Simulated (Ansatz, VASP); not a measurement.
Al2C in VASP and in Ansatz

```xyz
3
Lattice="0.0000 2.7317 2.7317 2.7317 0.0000 2.7317 2.7317 2.7317 0.0000" Properties=species:S:1:pos:R:3 pbc="T T T"
Al    4.0975    4.0975    4.0975
Al    2.7317    2.7317    2.7317
C     0.0000    0.0000    0.0000
```

Change from the starting cell: species swapped into the Cu2Se type (F-43m, No. 216).

Alike in both runs: task single point; functional PBE; k mesh 6 × 6 × 6; occupations gaussian, width 0.1 eV; no spin polarisation.

```csv
,VASP,Ansatz
version,VASP 6.6.1,Ansatz 0.2.0
potentials or method,"VASP PAW PBE potentials, release 64 (Al, C)","scalar-relativistic, plane waves, PAW"
plane-wave cutoff (eV),520,420
valence electrons in the cell,10,10
```

```tsv
	VASP	Ansatz	Ansatz less VASP
gap on the k mesh at the Fermi level (eV)	0.47	0.47	-0.004
least direct gap on the mesh (eV)	0.77	0.77	+0.003
pressure (GPa)	12.5	12.5	+0.01
```

The functional is the same, so the differences come from potentials, cutoffs and numerics.
